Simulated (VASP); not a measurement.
An input for Quantum ESPRESSO's pw.x (written as the equivalent of a VASP run, and not itself run):

```
&CONTROL
  calculation = 'scf'
  pseudo_dir = './pseudo'
  outdir = './out'
  tprnfor = .true.
  tstress = .true.
/
&SYSTEM
  ibrav = 0
  nat = 6
  ntyp = 2
  ecutwfc = 80
  occupations = 'tetrahedra'
  input_dft = 'vdw-df-ob86'
/
&ELECTRONS
  conv_thr = 7.3e-09
  electron_maxstep = 100
/
ATOMIC_SPECIES
  Mo 95.950 Mo.upf
  S 32.060 S.upf
CELL_PARAMETERS angstrom
     1.5832496   -2.7422685    0.0000000
     1.5832496    2.7422685   -0.0000000
     0.0000000    0.0000000   12.3129298
ATOMIC_POSITIONS crystal
  Mo   0.3333330  0.6666670  0.2500000
  Mo   0.6666670  0.3333330  0.7500000
  S    0.3333330  0.6666670  0.8774313
  S    0.6666670  0.3333330  0.3774313
  S    0.6666670  0.3333330  0.1225687
  S    0.3333330  0.6666670  0.6225687
K_POINTS automatic
  9 9 2 0 0 0
```

Task: Translate this input to VASP (INCAR, KPOINTS, POSCAR, choice of POTCAR).

Result: This is not unique; one that fits is 
File POSCAR:
```
MoS2
12.312930
  0.1285843098  -0.2227145351   0.0000000000
  0.1285843098   0.2227145351   0.0000000000
  0.0000000000   0.0000000000   0.9999999869
Mo S
2 4
Cartesian
  0.1285843098   0.0742383269   0.2499999967
  0.1285843098  -0.0742383269   0.7499999902
  0.1285843098   0.0742383269   0.8774312691
  0.1285843098  -0.0742383269   0.3774312757
  0.1285843098  -0.0742383269   0.1225687178
  0.1285843098   0.0742383269   0.6225687113
```

**INCAR**
```
AGGAC = 0.0
ALGO = Normal
EDIFF = 1E-7
ENCUT = 520
GGA = MK
ISIF = 2
ISMEAR = -5
LASPH = .TRUE.
LCHARG = .TRUE.
LEFG = .TRUE.
LMAXMIX = 4
LORBIT = 11
LREAL = .FALSE.
LUSE_VDW = .TRUE.
LWAVE = .FALSE.
NEDOS = 601
NELM = 100
PARAM1 = 0.1234
PARAM2 = 1.0
PREC = Accurate
SYSTEM = MoS2
```

KPOINTS:
```
Automatic mesh
0
Gamma
9 9 2
0 0 0
```

POTCAR, in this order: Mo_sv S (PBE.64 set). Program: vasp_std.

The two are equivalent in intent, not identical: the potentials are each code's own (VASP's PAW set, PseudoDojo norm-conserving files in pw.x), so ENCUT and ecutwfc are chosen apart and not converted; conv_thr bounds pw.x's estimated SCF error, while EDIFF bounds the energy change between steps; the field gradients of LEFG aren't asked of the other code.

The compound is MoS2 in the 2H layered structure. It was relaxed first.
